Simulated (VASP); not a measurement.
**Zn4SSe3 (ordered alloy cell): computed properties**

Level of theory: PBEsol GGA, VASP's PBE PAW potentials (set 64) (plane waves; VASP).

space group: R3m (160)
cell: a = 3.9348 Å, b = 3.9348 Å, c = 38.5872 Å, α = 90.00°, β = 90.00°, γ = 120.00°
volume per atom: 21.56 Å³/atom
band gap (over mesh and band path): 1.29 eV
smallest direct gap (over mesh and band path): 1.29 eV
band-edge character: direct, Γ to Γ
density: 5.11 g/cm³

```
Zn4SSe3
1.0
    0.00000     2.78236     2.78236
    2.78236     0.00000     2.78236
   11.13592    11.13592    -0.00650
Zn Se S
4 3 1
Direct
  0.01070   0.01070   0.99197
  0.00346   0.00346   0.24740
  0.99693   0.99693   0.50230
  0.98935   0.98935   0.75799
  0.25591   0.25591   0.05807
  0.24943   0.24943   0.31293
  0.24286   0.24286   0.56786
  0.25135   0.25135   0.81148
```

The structure was generated: Zn4SSe3 was put into an ordered model structure (R3m), which need not be its known phase. It was relaxed first. Symmetry was kept, so distortions that lower it aren't found.
